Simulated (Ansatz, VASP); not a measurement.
# Cross-check of C (Diamond) between VASP and Ansatz

One calculation is typed for both programs; each brings its own data sets. How far apart do they land? The cell is taken from a series of runs on this material, whose earlier steps may have relaxed, scaled, displaced or heated it; both programs get it as it stands.

Program: Ansatz 0.2.0. Level of theory: plane waves, with VASP 6.6.1 beside it; zone-centre phonons at LDA. Results are calculated unless marked as measured.

**1. Starting point**

Symmetry: Fd-3m, No. 227, cubic system. Conventional cell: a = 3.531 Å, b = 3.531 Å, c = 3.531 Å, α = 90.00°, β = 90.00°, γ = 90.00°. C has 4 C at 1.53 Å nearest.

**2. VASP: zone-centre phonons, LDA**

Second derivatives magnify differences that forces hide, and they need a tight electronic threshold.

Lines of VASP's logs that name or quote its potential files are left out, and so is its time.

Input file INCAR:

```
SYSTEM = C
PREC = Accurate
ENCUT = 600
EDIFF = 1E-08
NELM = 120
ISMEAR = -1
SIGMA = 0.03
LREAL = .FALSE.
ALGO = Normal
GGA = CA
NELECT = 8.016516
NBANDS = 10
LORBIT = 11
LWAVE = .FALSE.
LCHARG = .FALSE.
ISIF = 2
IBRION = 8
LASPH = .TRUE.
GGA_COMPAT = .FALSE.
KPAR = 2
```

Input file POSCAR:

```
C
1.0
    0.0000000000      1.7657332854      1.7657332854
    1.7657332854      0.0000000000      1.7657332854
    1.7657332854      1.7657332854      0.0000000000
C
2
Direct
    0.5000000000      0.5000000000      0.5000000000
    0.7500000000      0.7500000000      0.7500000000
```

Input file KPOINTS:

```
Automatic mesh
0
Gamma
42 42 42
0 0 0
```

Potentials, in the order of the species: C (LDA family, release 64).

Started as:

```console
$ mpirun -np 2 vasp_std
```

Numbers of over 12 decimals in the logs are rounded to 6 here.

What it wrote:

```text
[banner, memory and clock lines left out]
running    2 mpi-ranks, on    1 nodes
 distrk:  each k-point on    1 cores,    2 groups
 distr:  one band on    1 cores,    1 groups

 POSCAR found type information on POSCAR C
 POSCAR found :  1 types and       2 ions
 LDA part: xc-table for (Slater(with rela. corr.)+CA(PZ))
 , standard interpolation
 POSCAR, INCAR and KPOINTS ok, starting setup
 FFT: planning ... GRIDC
 FFT: planning ... GRID_SOFT
 FFT: planning ... GRID
 WAVECAR not read
 entering main loop
       N       E                     dE             d eps       ncg     rms          rms(c)
DAV:   1     0.594022393651E+00    0.59402E+00   -0.52856E+03 39758   0.864E+02
DAV:   2    -0.204980766502E+02   -0.21092E+02   -0.20438E+02 51704   0.138E+02
DAV:   3    -0.208907867571E+02   -0.39271E+00   -0.39146E+00 45200   0.151E+01
DAV:   4    -0.208916456289E+02   -0.85887E-03   -0.85882E-03 41468   0.831E-01
DAV:   5    -0.208916468575E+02   -0.12287E-05   -0.12286E-05 43454   0.306E-02BRMIX: very serious problems
 the old and the new charge density differ
 old charge density:     8.00000 new    8.01652
BRMIX: very serious problems
 the old and the new charge density differ
 old charge density:     8.00000 new    8.01652
    0.590E+00
DAV:   6    -0.202374581309E+02    0.65419E+00   -0.37791E-01 39798   0.456E+00    0.341E+00
DAV:   7    -0.200130681040E+02    0.22439E+00   -0.43361E-01 42052   0.490E+00    0.757E-01
DAV:   8    -0.200128818143E+02    0.18629E-03   -0.90424E-03 40908   0.864E-01    0.240E-02
DAV:   9    -0.200128761958E+02    0.56185E-05   -0.22506E-05 43746   0.431E-02    0.193E-02
DAV:  10    -0.200128775120E+02   -0.13162E-05   -0.12732E-06 41606   0.101E-02    0.427E-03
DAV:  11    -0.200128774519E+02    0.60009E-07   -0.49069E-08 43122   0.186E-03    0.695E-04
DAV:  12    -0.200128774401E+02    0.11833E-07   -0.13029E-09 22930   0.364E-04    0.102E-04
DAV:  13    -0.200128774368E+02    0.32884E-08   -0.91697E-11 20490   0.946E-05
   1 F= -.20012877E+02 E0= -.20012735E+02  d E =-.284054E-03
 Linear response reoptimize wavefunctions to high precision
DAV:   1    -0.200128774363E+02    0.50903E-09   -0.24868E-12 22422   0.180E-05
DAV:   2    -0.200128774363E+02   -0.15916E-11   -0.28902E-13 19904   0.381E-06
 Linear response DOF=           1
 Linear response progress:
  Degree of freedom:   1/  1
       N       E                     dE             d eps       ncg     rms          rms(c)
RMM:   1    -0.119862137467E+00   -0.11986E+00   -0.16965E-02483880   0.208E+00
RMM:   2    -0.110755393792E+00    0.91067E-02   -0.22575E-03303744   0.397E-01    0.189E-01
RMM:   3    -0.110925754449E+00   -0.17036E-03   -0.22166E-04302188   0.114E-01    0.103E-01
RMM:   4    -0.111730027354E+00   -0.80427E-03   -0.24463E-04300240   0.117E-01    0.133E-02
RMM:   5    -0.111688934942E+00    0.41092E-04   -0.51324E-06324289   0.135E-02    0.100E-03
RMM:   6    -0.111688536186E+00    0.39876E-06   -0.27889E-07325098   0.799E-04    0.441E-04
RMM:   7    -0.111686012074E+00    0.25241E-05   -0.59143E-08332930   0.333E-04    0.657E-05
RMM:   8    -0.111685990121E+00    0.21953E-07   -0.13014E-10334812   0.416E-05    0.104E-05
RMM:   9    -0.111685863300E+00    0.12682E-06    0.11009E-09344098   0.158E-05    0.141E-06
RMM:  10    -0.111685861354E+00    0.19464E-08   -0.21733E-09279267   0.369E-06    0.153E-07
 first order change of Fermi-energy   0.16121E-04
 force on displaced ion       1 direction 1 : -38.284   0.000   0.000
 Linear response finished
```

OUTCAR, selected parts (step 2):

```text
NELECT = 8.016516

 ion  position               nearest neighbor table
   1  0.500  0.500  0.500-   2 1.53   2 1.53   2 1.53   2 1.53
   2  0.750  0.750  0.750-   1 1.53   1 1.53   1 1.53   1 1.53

  LATTYP: Found a face centered cubic cell.
 ALAT       =     3.5314665708

 Subroutine GETGRP returns: Found 48 space group operations
 (whereof 24 operations were pure point group operations)

The static configuration has the point symmetry T_d .
 The point group associated with its full space group is O_h .

 Found   1903 irreducible k-points:

   k-points           NKPTS =   1903   k-points in BZ     NKDIM =   1903   number of bands    NBANDS=     10

   dimension x,y,z NGX =    20 NGY =   20 NGZ =   20
   dimension x,y,z NGXF=    40 NGYF=   40 NGZF=   40

   ENCUT  =  600.0 eV  44.10 Ry    6.64 a.u.   4.99  4.99  4.99*2*pi/ulx,y,z

 k-points in reciprocal lattice and weights: Automatic mesh
   0.00000000  0.00000000  0.00000000       0.000
   0.02380952  0.00000000  0.00000000       0.000
   0.04761905  0.00000000  0.00000000       0.000
   0.07142857  0.00000000  0.00000000       0.000
   0.09523810  0.00000000  0.00000000       0.000
   0.11904762  0.00000000  0.00000000       0.000
   0.14285714  0.00000000  0.00000000       0.000
   0.16666667  0.00000000  0.00000000       0.000
   0.19047619  0.00000000  0.00000000       0.000
[...]
-0.26190476  0.47619048  0.23809524       0.000
  -0.26190476  0.50000000  0.23809524       0.000

 average (electrostatic) potential at core
       1 -49.0667       2 -49.0667

  Total        0.3535716      0.3535716      0.3535716      0.0000000     -0.0000000      0.0000000
  in kB       51.4496814     51.4496814     51.4496814      0.0000000     -0.0000000      0.0000000
  external PRESSURE =      51.4496814 kB  Pullay stress =       0.0000000 kB

  energy-cutoff  :      600.00
  volume of cell :       11.01
      direct lattice vectors                 reciprocal lattice vectors
     0.000000000  1.765733285  1.765733285    -0.283168474  0.283168474  0.283168474
     1.765733285  0.000000000  1.765733285     0.283168474 -0.283168474  0.283168474
     1.765733285  1.765733285  0.000000000     0.283168474  0.283168474 -0.283168474

 POSITION                                       TOTAL-FORCE (eV/Angst)
 -----------------------------------------------------------------------------------
      1.76573      1.76573      1.76573         0.000000      0.000000      0.000000
      2.64860      2.64860      2.64860        -0.000000     -0.000000     -0.000000
 -----------------------------------------------------------------------------------
    total drift:                                0.000000     -0.000000      0.000000

 Eigenvectors and eigenvalues of the dynamical matrix
 ----------------------------------------------------

   1 f  =   39.471479 THz   248.006618 2PiTHz 1316.626822 cm-1   163.240848 meV
             X         Y         Z           dx          dy          dz
      1.765733  1.765733  1.765733     0.000000   -0.707107    0.000000
      2.648600  2.648600  2.648600     0.000000    0.707107    0.000000

   2 f  =   39.471479 THz   248.006618 2PiTHz 1316.626822 cm-1   163.240848 meV
             X         Y         Z           dx          dy          dz
      1.765733  1.765733  1.765733    -0.707107    0.000000    0.000000
      2.648600  2.648600  2.648600     0.707107    0.000000    0.000000

   3 f  =   39.471479 THz   248.006618 2PiTHz 1316.626822 cm-1   163.240848 meV
             X         Y         Z           dx          dy          dz
      1.765733  1.765733  1.765733     0.000000    0.000000   -0.707107
      2.648600  2.648600  2.648600     0.000000    0.000000    0.707107

   4 f  =    0.000000 THz     0.000000 2PiTHz    0.000000 cm-1     0.000000 meV
             X         Y         Z           dx          dy          dz
      1.765733  1.765733  1.765733     0.707107    0.000000    0.000000
      2.648600  2.648600  2.648600     0.707107    0.000000    0.000000

   5 f  =    0.000000 THz     0.000000 2PiTHz    0.000000 cm-1     0.000000 meV
             X         Y         Z           dx          dy          dz
      1.765733  1.765733  1.765733     0.000000    0.707107    0.000000
      2.648600  2.648600  2.648600     0.000000    0.707107    0.000000

   6 f  =    0.000000 THz     0.000000 2PiTHz    0.000000 cm-1     0.000000 meV
             X         Y         Z           dx          dy          dz
      1.765733  1.765733  1.765733     0.000000    0.000000    0.707107
      2.648600  2.648600  2.648600     0.000000    0.000000    0.707107

 ELASTIC MODULI CONTR FROM IONIC RELAXATION (kBar)
 Direction    XX          YY          ZZ          XY          YZ          ZX
 --------------------------------------------------------------------------------
 XX          -0.0000      0.0000      0.0000     -0.0000     -0.0000      0.0000
 YY           0.0000     -0.0000      0.0000      0.0000     -0.0000     -0.0000
 ZZ           0.0000      0.0000     -0.0000     -0.0000      0.0000     -0.0000
 XY          -0.0000      0.0000     -0.0000    -81.1438     -0.0000      0.0000
 YZ          -0.0000     -0.0000      0.0000     -0.0000    -81.1438      0.0000
 ZX           0.0000     -0.0000     -0.0000      0.0000      0.0000    -81.1438
 --------------------------------------------------------------------------------
```

The cell is charged against a uniform background.

**3. Ansatz: zone-centre phonons, LDA**

Ansatz runs on its PAW soft_1 files.

The same cell, functional (in two slightly different forms), mesh and smearing now go to Ansatz, which takes its cutoff from its data sets.

Input file input.yaml:

```yaml
crystal:
  lattice:
    - [0.0, 1.7657332854, 1.7657332854]
    - [1.7657332854, 0.0, 1.7657332854]
    - [1.7657332854, 1.7657332854, 0.0]
  atoms:
    - { symbol: C, position: [0.5, 0.5, 0.5] }
    - { symbol: C, position: [0.75, 0.75, 0.75] }
total_charge: -0.016516
kpoints:
  mp_grid: { grid: [42, 42, 42] }
hamiltonian:
  xc: lda
  pseudopotentials: { kind: paw, azcp: { folder: soft_1 }, xc_functional: pbe }
scf:
  occupations: { method: fermi_dirac, width: 0.03 }
output:
  eigenvalues: true
phonons:
  method: dfpt
```

Started as:

```console
$ ansatz run input.yaml --threads 8 --pin off --max-ram 16384MiB --backend cpu --events-out ev --progress --plain --runs-dir out
```

What it wrote:

```text
zone centre: on kpoints.mp_grid the ground state, and the responses unless they are solved on pairs of k-points, stand on 5214 of the mesh's 74088 k-points, reduced under 8 symmetry operations, with k and −k counted as one. Each operation leaves every solved displacement unchanged or reverses it
Engine: ansatz 0.2.0, x86_64-unknown-linux-gnu
Pseudopotentials: kind: paw
Pseudopotential: C, paw, valence charge 4, recommended cutoff 420 eV (normal), soft_1/C.paw.azcp
Functional definition: SPW92
  exchange = slater_x
  correlation = pw_c
Crystal: 2 atoms, lattice volume = 11.010 Å³
Basis set: ecut = 420 eV, 181 PW (Γ), exchange–correlation on 40×40×40 points (8 copies of the dense FFT grid, shifted against one another)
Bands: 9, of which v1, the nominal top of the filled ones, is band 4 counted from 1 (3 counted from 0)
Symmetry: 48 space group operations
k-points: 5214 of 74088 (irreducible under 8 space group operations, time reversal used)
Non-local potential: C, projectors of the file, l = 0: 2, l = 1: 2, l = 2: 1
PAW form: soft (Blöchl's): semilocal exchange-correlation on the pseudo side does not see the compensation charge
PAW frozen core: C, regenerated for the run's functional, and the local potential with it (the file was generated under x = pbe(κ = 0.804, μ = 0.219515), c = pbe(β = 0.066725))
PAW one-centre angular grid: C, 110 points (default); XC on 64 Gauss nodes
Initial density: superposition of atomic densities (chi_scale 0.1, normalization cell)
Initial wavefunctions: pseudopotential atomic-orbital guess
Functional: x = slater, c = lda
SCF iter   1: F=—  HF=-486.412902 eV  |F-HF|=—  |Δ(HF+E_count)|=         —  Δρ=1.46e-1  dr2=1.67e0  ethr=3.10e-3  ⟨swp⟩=5.0  Hψ=286703  notcnv=0
preconditioner: auto → none  [metal: Δε(μ)=0.018 eV  Ē_g=21.942 eV  σ=0.030 eV  W_gap=0.14  n_scr=0 (ndim 8)  ℏωp=31.7 eV  f_vac=0.000  D(μ)=0.11/eV (n_scr^D=0)]
SCF iter   2: F=—  HF=-485.806008 eV  |F-HF|=—  |Δ(HF+E_count)|=   6.07e-1  Δρ=6.19e-2  dr2=2.88e-1  ethr=3.10e-3  ⟨swp⟩=3.0  Hψ=127296  notcnv=0  defer=4593
SCF iter   3: F=—  HF=-485.693660 eV  |F-HF|=—  |Δ(HF+E_count)|=   1.12e-1  Δρ=3.40e-3  dr2=4.16e-4  ethr=3.10e-3  ⟨swp⟩=2.2  Hψ=84031  notcnv=0  defer=4593
SCF iter   4: F=—  HF=-485.693830 eV  |F-HF|=—  |Δ(HF+E_count)|=   1.70e-4  Δρ=1.53e-4  dr2=1.23e-6  ethr=5.19e-6  ⟨swp⟩=2.8  Hψ=73667  notcnv=0  defer=4593
SCF iter   5: F=—  HF=-485.693830 eV  |F-HF|=—  |Δ(HF+E_count)|=   4.40e-7  Δρ=2.00e-5  dr2=1.01e-8  ethr=1.54e-8  ⟨swp⟩=2.1  Hψ=67029  notcnv=0  defer=4593
SCF iter   6: F=-485.693830 eV  HF=-485.693830 eV  |F-HF|=4.55e-13  |Δ(HF+E_count)|=   4.33e-9  Δρ=1.92e-7  dr2=1.83e-12  ethr=1.00e-12  ⟨swp⟩=9.0  Hψ=251783  notcnv=0
SCF 1 converged in 6 iterations: F = -485.693830 eV  dr2 = 1.83e-12
  greatest PAW one-centre occupation: 0.644 electrons in one spin orbital (limit 2), on the C atom at site 1 (counted from 0), in its partial waves of l = 0
DFPT response loops at Γ: preconditioner auto → Kerker (q_TF=auto, 2.588 Å⁻¹) (partly filled bands, converged f_vac=0.000); β = 1.00, the filter's whole step (`scf.mixing.beta` (0.50) is not read by the response loops under this deck's `scf.mixing.preconditioner`; to damp them name `kerker` or `kerker_dos`, under which they read `scf.mixing.beta`, and type it under 1.00, their step now; both keys bind the ground state too); Broyden in place of MSR1
SCF converged after 6 iterations
Free energy (F): -485.693830 eV
Harris-Foulkes:  -485.693830 eV  (|F-HF|=4.55e-13)
Internal energy: -485.693545 eV  (E = F + TS)
E sigma→0 (E₀):  -485.693687 eV
Entropy (-TS):   -0.000285 eV (-0.143 meV/atom)
Fermi energy:    18.063081 eV
--- Per-component energies (eV) ---
  E_band       = 36.580594
  E_kinetic    = 182.090001
  E_local      = -109.857796  (includes V_loc(G=0)·N_el)
  E_nonlocal   = 48.126071
  E_hartree    = 25.849782
  E_xc         = -95.429721
  E_vxc        = -118.213391  (∫ρ·V_xc dr)
  E_paw        = -185.160671  (= ΣΔE_a)
  E_vpaw       = -17.263886  (= ΣTr[D̂ρ^β])
  E_aug_tail   = 0.000038  (compensation charges beyond the density's cutoff)
  E_ewald      = -351.436914
  E_core_change = 0.125665  (= ΣΔE_core)
  E_smearing   = -0.000285  (= −TS)
  E_closure    = -0.000000  (closes the sum)
  E_deformation_potential = -0.367050  (in the stress; not in F)
  Σ components = -485.693830   (vs F -485.693830, Δ=0.00e0)
--- Band table (eV; the first three rows and the last of 5214) ---
  k-point 0: bands = ["-8.1101", "13.6351", "13.6351", "13.6351", "19.2558", "19.2558", "19.2558", "27.7906", "32.9609"]
  k-point 1: bands = ["-8.0942", "13.5168", "13.6047", "13.6047", "19.2941", "19.2941", "19.3311", "27.7991", "32.9879"]
  k-point 2: bands = ["-8.0462", "13.1855", "13.5178", "13.5178", "19.4058", "19.4058", "19.5406", "27.8261", "33.0681"]
  k-point 5213: bands = ["1.6727", "1.6727", "5.0173", "5.0173", "24.1094", "24.1094", "26.4191", "26.4191", "35.1215"]
--- Phonons (Γ-DFPT): 1 representative perturbation + reference, on 5214 of 74088 k-points (Σ response iterations 3) ---
  k mesh reduced under 8 symmetry operations, with k and −k counted as one. Each operation leaves every solved displacement unchanged or reverses it
  ASR residual: 3.775e-5 → 0.000e0 eV/Å²; symmetrization residual: 9.926e-14 eV/Å²
  ASR residual per site (eV/Å²): 3.77e-5 3.77e-5
  Γ frequencies (cm⁻¹): 0.00 0.00 0.00 1312.21 1312.21 1312.21
  non-analytic LO–TO correction: not included (Born effective charges unavailable; polar crystals: no LO–TO splitting at Γ)
```

In the SCF lines HF is the Harris–Foulkes energy and dr2 the Hartree energy of the density residual, in eV; the loop may stop once dr2 is under the threshold and the program's other checks hold. Hψ counts applications of the Hamiltonian.

**4. Side by side**

Known differences besides the potentials themselves: the two LDA forms differ slightly; the cutoff is 420 eV in Ansatz and 600 eV in VASP; VASP's log shows a relativistic correction to its local exchange, Ansatz's none. Total energies have different zeros and are not compared.

Compared:

```
                  quantity  Ansatz    VASP  difference
optical mode 1 to 3 (cm⁻¹)  1312.2  1316.6     -0.34 %
```

Modes are paired by rising frequency, not by their patterns, so a pair may set unlike modes beside each other; they are those without the splitting of longitudinal modes. The cell carries a charge of -0.016516 e against a uniform background, so its pressure also hangs on how the neutralising background is counted, and in a defect's cell a gap may be the spacing between its levels.

**5. What came out**

```yaml
r_m_s_difference_of_the_optical_zone_centre_modes_each_program_s_sorted_by_frequency_zone_centre_phonons_lda: 4.4 cm⁻¹
```

The r.m.s. difference of the optical zone-centre modes, each program's sorted by frequency is 4.4 cm⁻¹ (zone-centre phonons, LDA). How closely two codes agree says nothing of how well the functional describes the real material.

[Lines on the potential files, build, host, timing and source positions are cut from VASP's logs without a mark.]

[Logs are printed without paths, hosts, clocks, repeated set-up lines and the standing remarks that a program may print on its own settings, such as how far it seeks lower states.]

[Hosts, paths, dates, database ids (printed as entryN), source tags and the programs' standing remarks are cut or masked in the printed files.]
